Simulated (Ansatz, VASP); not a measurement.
# Two plane-wave programs on Na3SF

File POSCAR:

```
Na3SF
1.0
    5.1480715690      0.0000000000      0.0000000000
    0.0000000000      5.1480715690      0.0000000000
    0.0000000000      0.0000000000      5.1480715690
F S Na
1 1 3
Direct
    0.0000000000      0.0000000000      0.0000000000
    0.5000000000      0.5000000000      0.5000000000
    0.5000000000      0.5000000000      0.0000000000
    0.5000000000      0.0000000000      0.5000000000
    0.0000000000      0.5000000000      0.5000000000
```

Contents of INCAR.step1:

```
SYSTEM = Na3SF
PREC     = Accurate       ! precision mode
ENCUT    = 520            ! plane-wave cutoff, eV
ISMEAR   = 0              ! smearing method
SIGMA    = 0.01           ! smearing width, eV
LREAL    = .False.        ! projectors in reciprocal space
LASPH    = .True.         ! aspherical terms in the spheres
NELM     = 80             ! most SCF steps
NBANDS   = 25             ! bands
GGA      = PE             ! functional
ALGO     = Normal         ! electronic algorithm
EDIFF    = 1E-4           ! SCF threshold, eV
LWAVE    = .True.         ! write WAVECAR
LCHARG   = .False.        ! write CHGCAR
```

File INCAR.step2:

```
SYSTEM = Na3SF
PREC     = Accurate       ! precision mode
ENCUT    = 520            ! plane-wave cutoff, eV
EDIFF    = 1E-7           ! SCF threshold, eV
ISMEAR   = 0              ! smearing method
SIGMA    = 0.01           ! smearing width, eV
LREAL    = .False.        ! projectors in reciprocal space
LASPH    = .True.         ! aspherical terms in the spheres
NELM     = 80             ! most SCF steps
ALGO     = Normal         ! electronic algorithm
ISIF     = 2              ! what is computed and relaxed
LWAVE    = .False.        ! write WAVECAR
LCHARG   = .True.         ! write CHGCAR
METAGGA  = R2SCAN         ! meta-GGA
LMIXTAU  = .True.       
LELF     = .True.         ! ELF
LVHAR    = .True.       
NBANDS   = 25             ! bands
ISTART   = 1
```

Contents of KPOINTS:

```
regular mesh
0
Gamma
  6 6 6
  0 0 0
```

Input for Ansatz:

```yaml
crystal:
  lattice:
    - [5.148071569, 0.0, 0.0]
    - [0.0, 5.148071569, 0.0]
    - [0.0, 0.0, 5.148071569]
  atoms:
    - { symbol: F, position: [0.0, 0.0, 0.0] }
    - { symbol: S, position: [0.5, 0.5, 0.5] }
    - { symbol: Na, position: [0.5, 0.5, 0.0] }
    - { symbol: Na, position: [0.5, 0.0, 0.5] }
    - { symbol: Na, position: [0.0, 0.5, 0.5] }
kpoints:
  mp_grid: { grid: [6, 6, 6] }
  band_path:
    path:
      - [0.0, 0.0, 0.0]
      - [0.0, 0.5, 0.0]
      - [0.5, 0.5, 0.0]
      - [0.5, 0.5, 0.5]
      - [-0.002604, -0.002604, 0.0]
    npoints: 1
hamiltonian:
  xc: r2scan
scf:
  occupations: { method: fixed }
  n_extra_bands: 5
output:
  forces: true
  stress: true
  eigenvalues: true
```

Alike in both runs: task single point; functional r2SCAN; k mesh 6 × 6 × 6; no spin polarisation.

|  | VASP | Ansatz |
| --- | --- | --- |
| version | VASP 6.6.1 | Ansatz 0.2.0 |
| potentials or method | VASP PAW PBE potentials, release 64 (F, S, Na_pv) | plane waves, PAW |
| plane-wave cutoff (eV) | 520 | 500 |
| occupations | gaussian, width 0.01 eV | fixed |
| valence electrons in the cell | 34 | 40 |

|  | VASP | Ansatz | Ansatz less VASP |
| --- | --- | --- | --- |
| gap on the k mesh at the Fermi level (eV) | 3.18 | 3.20 | +0.021 |
| pressure (GPa) | -0.1 | 0.0 | +0.12 |

The two sets of potentials don't hold the same shells in valence.

Caveats: the PAW data sets were made with another functional, which shifts forces and pressure a little (VASP). A k mesh can miss the band edges. r2SCAN opens gaps a little over a GGA but as a rule still falls short of measured ones.
